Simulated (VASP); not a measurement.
An input for Ansatz (written as the equivalent of a VASP run, and not itself run):

Ansatz 0.2 input:
```yaml
crystal:
  lattice:
    - [0.0000000, 3.0908250, 3.0908250]
    - [3.0908250, 0.0000000, 3.0908250]
    - [3.0908250, 3.0908250, 0.0000000]
  atoms:
    - { symbol: Pb, position: [-0.0119600, 0.0144340, -0.0027270] }
    - { symbol: Se, position: [0.5119600, 0.4855660, 0.5027270] }
kpoints:
  mp_grid: { grid: [6, 6, 6], shift: [0.5, 0.5, 0.5] }
hamiltonian:
  xc: pbe
  pseudopotentials: { kind: paw }
scf:
  occupations: { method: gaussian, width: 0.05 }
  max_iter: 100
output: { forces: true, stress: true, eigenvalues: true }
```

Problem. Translate this input to VASP (INCAR, KPOINTS, POSCAR, choice of POTCAR).

Solution. One answer among several that fit: 
POSCAR:
```
PbSe
4.3710870
  0.0000000000   0.7071067220   0.7071067220
  0.7071067220   0.0000000000   0.7071067220
  0.7071067220   0.7071067220   0.0000000000
Pb Se
1 1
direct
 -0.0119600000   0.0144340000  -0.0027270000
  0.5119600000   0.4855660000   0.5027270000
```

INCAR:
```
ALGO=Normal   ! blocked Davidson
SYSTEM=PbSe
SIGMA=0.05
ISIF=2   ! forces and stress, cell fixed
ENCUT=300   ! plane-wave cut-off (eV)
LMAXMIX=4
LWAVE=F
GGA=PE
LCHARG=F
EDIFF=1E-6
LREAL=F   ! projection in real space or not
ISMEAR=0   ! Gaussian
LASPH=T   ! aspherical one-centre terms
PREC=Accurate
NELM=100   ! most electronic steps
```

File KPOINTS:
```
Automatic mesh
0
Gamma
6 6 6
0.5 0.5 0.5
```

POTCAR, in this order: Pb_d Se (PBE.64 set). Program: vasp_std.

Limits of the translation: each code has its own PAW files, so the cut-off isn't converted (ENCUT is set for VASP's; basis.ecutwfc is left out, and Ansatz then takes the one that its files recommend); Ansatz stops its SCF on the density residual and VASP on the energy change (EDIFF).

The structure comes from a computed database's PbSe entry; how it stands against other phases isn't given here. The cell was not relaxed at this level, atoms are displaced from their ideal sites.
